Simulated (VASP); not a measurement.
OSZICAR of a VASP run on PbTe (rock salt):

**OSZICAR**
```
       N       E                     dE             d eps       ncg     rms          rms(c)
DAV:   1     0.152565877041E+03    0.15257E+03   -0.93660E+03   560   0.140E+03
DAV:   2     0.487124060135E+01   -0.14769E+03   -0.14455E+03   566   0.340E+02
DAV:   3    -0.740349501326E+01   -0.12275E+02   -0.12166E+02   764   0.104E+02
DAV:   4    -0.774853671565E+01   -0.34504E+00   -0.34494E+00   658   0.197E+01
DAV:   5    -0.775993348722E+01   -0.11397E-01   -0.11397E-01   792   0.345E+00    0.367E+00
DAV:   6    -0.765780365879E+01    0.10213E+00   -0.23911E-01   764   0.403E+00    0.228E+00
DAV:   7    -0.765426152644E+01    0.35421E-02   -0.77823E-02   702   0.159E+00    0.886E-01
DAV:   8    -0.765543083595E+01   -0.11693E-02   -0.90215E-03   620   0.111E+00    0.161E-01
DAV:   9    -0.765548724877E+01   -0.56413E-04   -0.92981E-04   816   0.381E-01    0.521E-02
DAV:  10    -0.765551969084E+01   -0.32442E-04   -0.14456E-04   572   0.116E-01    0.190E-02
DAV:  11    -0.765553312691E+01   -0.13436E-04   -0.61117E-05   660   0.671E-02    0.224E-02
DAV:  12    -0.765553195697E+01    0.11699E-05   -0.39460E-06   704   0.131E-02    0.147E-02
DAV:  13    -0.765553152095E+01    0.43601E-06   -0.77855E-07   634   0.675E-03    0.537E-03
DAV:  14    -0.765553135544E+01    0.16551E-06   -0.12380E-06   774   0.113E-02    0.228E-03
DAV:  15    -0.765553141943E+01   -0.63988E-07   -0.91138E-08   356   0.181E-03
   1 F= -.76555314E+01 E0= -.76555314E+01  d E =-.437794E-12
```

Problem. Which electronic solver shows in the log?

Solution. It is blocked Davidson (ALGO = Normal, or the opening steps of other solvers). The INCAR had ALGO = Normal.

Problem. Can the final energy be trusted as converged?

Solution. The run converged. It stopped with EDIFF = 1E-7, NELM = 100 (AM05 GGA, plane waves, VASP's PBE PAW potentials (set 64)).

The compound is PbTe in the rock salt structure. This cell is one point of a volume scan, at 0.97 of the reference volume.
